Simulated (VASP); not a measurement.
Level of theory: PBEsol GGA, VASP's PBE PAW potentials (set 64) (plane waves; VASP).

The input files of a VASP run:

**POSCAR**
```
Sc
1.0
  1.6383362526  -2.8376815455   0.0000000000
  1.6383362526   2.8376815455   0.0000000000
  0.0000000000   0.0000000000   5.0826625350
Sc
2
direct
  0.3333330000   0.6666670000   0.2500000000
  0.6490469820   0.3509530180   0.7500000000
```

File KPOINTS:
```
Regular mesh
0
gamma
12 12 8
```

INCAR:
```
ISMEAR = 1   # Methfessel-Paxton
ENCUT = 480
LWAVE = F
SYSTEM = Sc
PREC = Accurate
ALGO = Normal   # blocked Davidson
ISIF = 2   # forces and stress, cell fixed
LASPH = T
SIGMA = 0.1   # width (eV)
LREAL = F   # projection in real space or not
GGA = PS
LCHARG = F
NELM = 100   # most electronic steps
EDIFF = 1E-7   # SCF stop (eV)
LMAXMIX = 4
```

POTCAR, in this order: Sc_sv (PBE.64 set). Program: vasp_std.

The run wrote:

OUTCAR:
```
 ion  position               nearest neighbor table
   1  0.333  0.667  0.250-   2 3.11   2 3.11   2 3.20   2 3.20   2 3.20   2 3.20
   2  0.649  0.351  0.750-   1 3.11   1 3.11   1 3.20   1 3.20   1 3.20   1 3.20
  LATTYP: Found a hexagonal cell.
 ALAT       =     3.2766724326
 C/A-ratio  =     1.5511658976
 Subroutine PRICEL returns:
 Original cell was already a primitive cell.
 Subroutine GETGRP returns: Found  8 space group operations
The static configuration has the point symmetry C_1h.
 The point group associated with its full space group is D_2h.
The dynamic configuration has the point symmetry C_1h.
 Subroutine INISYM returns: Found  8 space group operations
 Subroutine IBZKPT returns following result:
 Found    215 irreducible k-points:

 Following reciprocal coordinates:
            Coordinates               Weight
  0.000000  0.000000  0.000000      1.000000
  0.083333  0.000000  0.000000      4.000000
 -0.083333  0.083333  0.000000      2.000000
  0.166667  0.000000  0.000000      4.000000
 -0.166667  0.166667  0.000000      2.000000
  0.250000  0.000000  0.000000      4.000000
 -0.250000  0.250000  0.000000      2.000000
  0.333333  0.000000  0.000000      4.000000
 -0.333333  0.333333  0.000000      2.000000
  0.416667  0.000000  0.000000      4.000000
 -0.416667  0.416667  0.000000      2.000000
  0.500000  0.000000  0.000000      2.000000
  0.500000  0.500000  0.000000      1.000000
  0.083333  0.083333  0.000000      2.000000
 -0.083333  0.166667  0.000000      4.000000
  0.166667  0.083333  0.000000      4.000000
 -0.083333  0.250000  0.000000      4.000000
 -0.250000  0.166667  0.000000      4.000000
  0.250000  0.083333  0.000000      4.000000
 -0.083333  0.333333  0.000000      4.000000
 -0.333333  0.250000  0.000000      4.000000
  0.333333  0.083333  0.000000      4.000000
...
```

### OSZICAR
```
       N       E                     dE             d eps       ncg     rms          rms(c)
DAV:   1     0.370552896120E+03    0.37055E+03   -0.10755E+04  6498   0.148E+03
DAV:   2     0.751128241995E+01   -0.36304E+03   -0.35759E+03  8981   0.660E+02
DAV:   3    -0.143591608753E+02   -0.21870E+02   -0.21150E+02 10752   0.183E+02
DAV:   4    -0.146839839652E+02   -0.32482E+00   -0.32146E+00  9861   0.221E+01
DAV:   5    -0.146893648095E+02   -0.53808E-02   -0.53598E-02 10785   0.274E+00    0.825E+00
DAV:   6    -0.133902795227E+02    0.12991E+01   -0.29627E+00  8074   0.227E+01    0.246E+00
DAV:   7    -0.132159953585E+02    0.17428E+00   -0.75009E-01  8347   0.104E+01    0.835E-01
DAV:   8    -0.132044180971E+02    0.11577E-01   -0.27947E-02  8887   0.251E+00    0.243E-01
DAV:   9    -0.132030284920E+02    0.13896E-02   -0.75727E-03  8342   0.106E+00    0.195E-02
DAV:  10    -0.132030445774E+02   -0.16085E-04   -0.10533E-04 10744   0.160E-01    0.688E-03
DAV:  11    -0.132030427886E+02    0.17888E-05   -0.22559E-06  9909   0.207E-02    0.193E-03
DAV:  12    -0.132030438494E+02   -0.10608E-05   -0.41146E-07  7272   0.807E-03    0.997E-04
DAV:  13    -0.132030435082E+02    0.34125E-06   -0.24366E-08  4625   0.325E-03    0.125E-04
DAV:  14    -0.132030434916E+02    0.16616E-07   -0.82489E-09  4226   0.242E-03
   1 F= -.13203043E+02 E0= -.13202981E+02  d E =-.186351E-03
```

File OUTCAR:
```
------------------------ aborting loop because EDIFF is reached ----------------------------------------
  FORCE on cell =-STRESS in cart. coord.  units (eV):
  Direction    XX          YY          ZZ          XY          YZ          ZX
  --------------------------------------------------------------------------------------
  Total       -0.2018265      0.1541894      0.0437212     -0.0000000     -0.0000000      0.0000000
  in kB       -6.8422788      5.2272972      1.4822275     -0.0000000     -0.0000000      0.0000000
  external PRESSURE =      -0.0442514 kB  Pullay stress =       0.0000000 kB
  volume of cell :       47.26
      direct lattice vectors                 reciprocal lattice vectors
     1.638336253 -2.837681546  0.000000000     0.305187656 -0.176200180  0.000000000
     1.638336253  2.837681546  0.000000000     0.305187656  0.176200180  0.000000000
     0.000000000  0.000000000  5.082662535     0.000000000  0.000000000  0.196747274
 POSITION                                       TOTAL-FORCE (eV/Angst)
 -----------------------------------------------------------------------------------
      1.63834      0.94590      1.27067         0.000000      0.166382     -0.000000
      1.63834     -0.84590      3.81200         0.000000     -0.166382      0.000000
 -----------------------------------------------------------------------------------
    total drift:                               -0.000000      0.000004      0.000000
  FREE ENERGIE OF THE ION-ELECTRON SYSTEM (eV)
  ---------------------------------------------------
  free  energy   TOTEN  =       -13.2030434916 eV

  energy  without entropy=      -13.2028571407  energy(sigma->0) =      -13.20298137
```
(Selected blocks of OUTCAR.)

File OUTCAR:
```
 val. band max:        3.8158874326   @ k =   0.4167   0.0833   0.3750

 cond. band min:       3.8187837402   @ k =   0.2500   0.1667   0.3750


 Fermi energy:         3.8160920613

 k-point     1 :       0.0000    0.0000    0.0000
  band No.  band energies     occupation
      1     -45.2780      2.00000
      2     -45.1891      2.00000
      3     -24.2421      2.00000
      4     -23.8502      2.00000
      5     -23.8288      2.00000
      6     -23.7671      2.00000
      7     -23.7555      2.00000
      8     -23.7241      2.00000
      9      -1.3909      2.00000
     10       2.1252      2.00000
     11       4.5755     -0.00000
     12       5.4214     -0.00000
     13       5.4918     -0.00000
     14       5.6917     -0.00000
     15       5.8787      0.00000

 k-point     2 :       0.0833    0.0000    0.0000
  band No.  band energies     occupation
      1     -45.2742      2.00000
      2     -45.1877      2.00000
      3     -24.2319      2.00000
      4     -23.8621      2.00000
      5     -23.8439      2.00000
      6     -23.7859      2.00000
      7     -23.7602      2.00000
      8     -23.7288      2.00000
      9      -1.2343      2.00000
     10       2.2534      2.00000
     11       4.4142     -0.00000
     12       5.1893     -0.00000
     13       5.5548     -0.00000
     14       5.8016     -0.00000
     15       5.8950      0.00000

 k-point     3 :      -0.0833    0.0833    0.0000
  band No.  band energies     occupation
      1     -45.2740      2.00000
      2     -45.1879      2.00000
      3     -24.2308      2.00000
      4     -23.8697      2.00000
      5     -23.8366      2.00000
      6     -23.7772      2.00000
      7     -23.7687      2.00000
      8     -23.7299      2.00000
      9      -1.2338      2.00000
     10       2.2572      2.00000
     11       4.4311     -0.00000
     12       5.1477     -0.00000
     13       5.6068     -0.00000
     14       5.7737     -0.00000
     15       5.9578      0.00000
...
```

The compound is Sc in the hcp structure. This cell was strained or had an atom moved on purpose.
